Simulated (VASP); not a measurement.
All values below come from revTPSS meta-GGA, VASP's PBE PAW potentials (set 64) (plane waves; VASP). For the first row: Settings: 520 eV cut-off, 7×7×4 Γ-centred mesh, Gaussian smearing of 0.050 eV, potentials Zn S.

```
system          energy (eV/atom)
--------------  ----------------
ZnS (wurtzite)           -1.4150
Zn atom                   5.3893
S atom                   -2.2663
```

Atoms are spin-polarised in a large box without symmetry, with the spin fixed by Hund's rule, and may not be in the lowest state of each functional; no zero-point energy is added.

Q: What is the cohesive energy per atom of ZnS?

A: The references average (2×(5.3893) + 2×(-2.2663))/4 = 1.5615 eV, so the cohesive energy is 1.5615 − (-1.4150) = 2.977 eV/atom.
